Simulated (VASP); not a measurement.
These are r2SCAN meta-GGA, VASP's PBE PAW potentials (set 64) (plane waves; VASP) values and carry that method's errors.

A VASP calculation is set up with these files.

**POSCAR**
```
BN bilayer
1
    2.5024207582     0.0000000000     0.0000000000
   -1.2512103791     2.1671603357     0.0000000000
    0.0000000000     0.0000000000    19.8722516968
B N
2 2
Direct
  0.6666670000   0.3333330000   0.4138640000
  0.3333330000   0.6666670000   0.5861360000
  0.3333330000   0.6666670000   0.4138640000
  0.6666670000   0.3333330000   0.5861360000
```

INCAR:
```
ALGO  =  Normal
EDIFF  =  1E-5
EDIFFG  =  -0.03
ENCUT  =  500
IBRION  =  2
ISIF  =  4
ISMEAR  =  0
LASPH  =  .True.
LCHARG  =  .False.
LMIXTAU  =  .True.
LREAL  =  .False.
LWAVE  =  .True.
METAGGA  =  R2SCAN
NELM  =  100
NELMIN  =  4
NSW  =  50
PREC  =  Normal
SIGMA  =  0.05
SYSTEM  =  BN bilayer
```

### KPOINTS
```
Automatic mesh
0
Gamma
12 12 1
0 0 0
```

POTCAR, in this order: B N (PBE.64 set). Program: vasp_std.

What VASP printed:

OSZICAR:
```
       N       E                     dE             d eps       ncg     rms          rms(c)
DAV:   1     0.114680646272E+03    0.11468E+03   -0.65784E+03   456   0.102E+03
DAV:   2    -0.335403100765E+02   -0.14822E+03   -0.13515E+03   740   0.239E+02
DAV:   3    -0.465490595181E+02   -0.13009E+02   -0.12923E+02   604   0.879E+01
DAV:   4    -0.468355167644E+02   -0.28646E+00   -0.28609E+00   568   0.156E+01
DAV:   5    -0.468418554366E+02   -0.63387E-02   -0.63380E-02   596   0.210E+00    0.110E+01
DAV:   6    -0.413914702071E+02    0.54504E+01   -0.66784E+00   564   0.209E+01    0.574E+00
DAV:   7    -0.399514968436E+02    0.14400E+01   -0.97421E-01   588   0.897E+00    0.286E+00
DAV:   8    -0.412251025931E+02   -0.12736E+01   -0.37839E-01   556   0.739E+00    0.183E+00
DAV:   9    -0.402360028324E+02    0.98910E+00   -0.20145E-01   576   0.524E+00    0.503E-01
DAV:  10    -0.391573055976E+02    0.10787E+01   -0.17504E-01   560   0.470E+00    0.344E-01
DAV:  11    -0.391195003702E+02    0.37805E-01   -0.53245E-02   532   0.289E+00    0.251E-01
DAV:  12    -0.389137070700E+02    0.20579E+00   -0.43148E-02   552   0.252E+00    0.822E-02
DAV:  13    -0.385421854290E+02    0.37152E+00   -0.84803E-02   528   0.295E+00    0.143E-01
DAV:  14    -0.385516297058E+02   -0.94443E-02   -0.75473E-03   536   0.840E-01    0.146E-01
DAV:  15    -0.385464822450E+02    0.51475E-02   -0.46894E-03   484   0.908E-01    0.127E-01
DAV:  16    -0.385477464575E+02   -0.12642E-02   -0.43319E-03   468   0.834E-01    0.961E-02
DAV:  17    -0.385270356898E+02    0.20711E-01   -0.18297E-02   504   0.162E+00    0.997E-02
DAV:  18    -0.385182064517E+02    0.88292E-02   -0.87593E-04   560   0.340E-01    0.105E-01
DAV:  19    -0.385356315217E+02   -0.17425E-01   -0.11847E-03   476   0.378E-01    0.606E-02
DAV:  20    -0.385483416087E+02   -0.12710E-01   -0.14811E-03   532   0.405E-01    0.240E-02
DAV:  21    -0.385496585240E+02   -0.13169E-02   -0.57236E-05   532   0.828E-02    0.175E-02
DAV:  22    -0.385520555636E+02   -0.23970E-02   -0.19127E-04   508   0.146E-01    0.280E-02
DAV:  23    -0.385555416985E+02   -0.34861E-02   -0.47594E-04   492   0.247E-01    0.959E-03
DAV:  24    -0.385567861730E+02   -0.12445E-02   -0.14135E-04   548   0.138E-01    0.156E-02
DAV:  25    -0.385571643327E+02   -0.37816E-03   -0.59890E-05   480   0.998E-02    0.121E-02
DAV:  26    -0.385577009692E+02   -0.53664E-03   -0.15430E-04   472   0.128E-01    0.131E-02
DAV:  27    -0.385575810187E+02    0.11995E-03   -0.29851E-05   512   0.719E-02    0.127E-02
DAV:  28    -0.385575798146E+02    0.12041E-05   -0.40354E-06   324   0.300E-02
   1 F= -.38557580E+02 E0= -.38557580E+02  d E =-.385576E+02
       N       E                     dE             d eps       ncg     rms          rms(c)
DAV:   1    -0.385576407579E+02   -0.59739E-04   -0.26923E-02   464   0.156E+00    0.432E-02
DAV:   2    -0.385572980992E+02    0.34266E-03   -0.43370E-04   456   0.265E-01    0.269E-02
DAV:   3    -0.385574110070E+02   -0.11291E-03   -0.30978E-04   456   0.230E-01    0.126E-02
DAV:   4    -0.385574632359E+02   -0.52229E-04   -0.17142E-04   488   0.168E-01    0.531E-03
DAV:   5    -0.385577718092E+02   -0.30857E-03   -0.91608E-05   464   0.141E-01    0.282E-03
DAV:   6    -0.385577721853E+02   -0.37611E-06   -0.90423E-06   324   0.461E-02
   2 F= -.38557772E+02 E0= -.38557772E+02  d E =-.192371E-03
```

**OUTCAR**
```
------------------------ aborting loop because EDIFF is reached ----------------------------------------
  FORCE on cell =-STRESS in cart. coord.  units (eV):
  Direction    XX          YY          ZZ          XY          YZ          ZX
  --------------------------------------------------------------------------------------
  Total       -0.1227015     -0.1227015     -0.0986073      0.0000000      0.0000000     -0.0000000
  in kB       -1.8241560     -1.8241567     -1.4659567      0.0000000      0.0000000     -0.0000000
  external PRESSURE =      -1.7047565 kB  Pullay stress =       0.0000000 kB
  volume of cell :      107.77
      direct lattice vectors                 reciprocal lattice vectors
     2.503208391  0.000000000  0.000000000     0.399487315  0.230644068  0.000000000
    -1.251604196  2.167842446  0.000000000     0.000000000  0.461288136  0.000000000
     0.000000000 -0.000000000 19.859748083     0.000000000  0.000000000  0.050353106
  FREE ENERGIE OF THE ION-ELECTRON SYSTEM (eV)
  ---------------------------------------------------
  free  energy   TOTEN  =       -38.5577721853 eV

  energy  without entropy=      -38.5577721853  energy(sigma->0) =      -38.55777219

 reached required accuracy - stopping structural energy minimisation
```
(Selected blocks of OUTCAR.)

File CONTCAR:
```
BN bilayer
   1.00000000000000
     2.5032083913714143    0.0000000000000000    0.0000000000000000
    -1.2516041956857071    2.1678424455697431    0.0000000000000000
     0.0000000000000000   -0.0000000000000000   19.8597480830470445
  B               N
     2     2
Direct
     0.6666669999999968    0.3333330000000032    0.4139285140529356
     0.3333330000000032    0.6666669999999968    0.5860714859470644
     0.3333330000000032    0.6666669999999968    0.4137783544952754
     0.6666669999999968    0.3333330000000032    0.5862216455047247
```

The cell is a sheet with vacuum, built from BN (hex).
